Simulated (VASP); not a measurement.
All values below come from PBE0 hybrid, VASP's PBE PAW potentials (set 64) (plane waves; VASP).

VASP ran on this input.

### POSCAR
```
SrO
1
    0.0000000000     2.6281632655     2.6281632655
    2.6281632655     0.0000000000     2.6281632655
    2.6281632655     2.6281632655     0.0000000000
Sr O
1 1
Direct
  0.0000000000   0.0000000000   0.0000000000
  0.5000000000   0.5000000000   0.5000000000
```

**INCAR**
```
! general
SYSTEM   = SrO
PREC     = Accurate
ENCUT    = 520   ! plane-wave cut-off (eV)
LREAL    = F   ! projection in real space or not
LASPH    = T   ! aspherical one-centre terms
ISYM     = 3

! electronic loop
EDIFF    = 1E-6   ! SCF stop (eV)
NELM     = 60   ! most electronic steps
ALGO     = Normal   ! blocked Davidson
LMAXMIX  = 4   ! l cut-off of mixed one-centre charges

! smearing
ISMEAR   = 0   ! Gaussian
SIGMA    = 0.05

! functional
GGA      = PE   ! PBE
LHFCALC  = T
AEXX     = 0.25
HFRCUT   = -1
PRECFOCK = Fast

! ions
ISIF     = 2   ! forces and stress, cell fixed

! output
LWAVE    = F
LCHARG   = F
```

File KPOINTS:
```
Automatic mesh
0
Gamma
6 6 6
0 0 0
```

POTCAR, in this order: Sr_sv O (PBE.64 set). Program: vasp_std. Read from the step before: WAVECAR.

The resulting files:

### OSZICAR
```
       N       E                     dE             d eps       ncg     rms          rms(c)
DAV:   1    -0.147336830072E+02   -0.14734E+02   -0.29362E-01   384   0.689E+00    0.234E+00
DAV:   2    -0.147335769773E+02    0.10603E-03   -0.22266E-02   440   0.159E+00    0.128E+00
DAV:   3    -0.147320381252E+02    0.15389E-02   -0.68269E-03   444   0.763E-01    0.618E-01
DAV:   4    -0.147317184523E+02    0.31967E-03   -0.75989E-04   472   0.290E-01    0.323E-01
DAV:   5    -0.147315219247E+02    0.19653E-03   -0.42744E-04   440   0.190E-01    0.184E-01
DAV:   6    -0.147314920291E+02    0.29896E-04   -0.55317E-05   544   0.808E-02    0.110E-01
DAV:   7    -0.147314769718E+02    0.15057E-04   -0.13836E-05   484   0.413E-02    0.591E-02
DAV:   8    -0.147314749247E+02    0.20471E-05   -0.61784E-06   540   0.241E-02    0.326E-02
DAV:   9    -0.147314743988E+02    0.52590E-06   -0.12959E-06   260   0.133E-02
   1 F= -.14731474E+02 E0= -.14731474E+02  d E =-.143219E-23
```

### OUTCAR
```
------------------------ aborting loop because EDIFF is reached ----------------------------------------
  FORCE on cell =-STRESS in cart. coord.  units (eV):
  Direction    XX          YY          ZZ          XY          YZ          ZX
  --------------------------------------------------------------------------------------
  Total       -1.0145403     -1.0145403     -1.0145403      0.0000000     -0.0000000      0.0000000
  in kB      -44.7705957    -44.7705957    -44.7705957      0.0000000     -0.0000000      0.0000000
  external PRESSURE =     -44.7705957 kB  Pullay stress =       0.0000000 kB
  volume of cell :       36.31
      direct lattice vectors                 reciprocal lattice vectors
     0.000000000  2.628163266  2.628163266    -0.190246933  0.190246933  0.190246933
     2.628163266  0.000000000  2.628163266     0.190246933 -0.190246933  0.190246933
     2.628163266  2.628163266  0.000000000     0.190246933  0.190246933 -0.190246933
  FREE ENERGIE OF THE ION-ELECTRON SYSTEM (eV)
  ---------------------------------------------------
  free  energy   TOTEN  =       -14.7314743988 eV

  energy  without entropy=      -14.7314743988  energy(sigma->0) =      -14.73147440

  exchange ACFDT corr.  =         0.00000000  see jH, gK, PRB 81, 115126
```
(Selected blocks of OUTCAR.)

The compound is SrO in the rock salt structure. This cell is one point of a volume scan, at 1.03 of the reference volume. The cell's shape comes from a PBE relaxation.
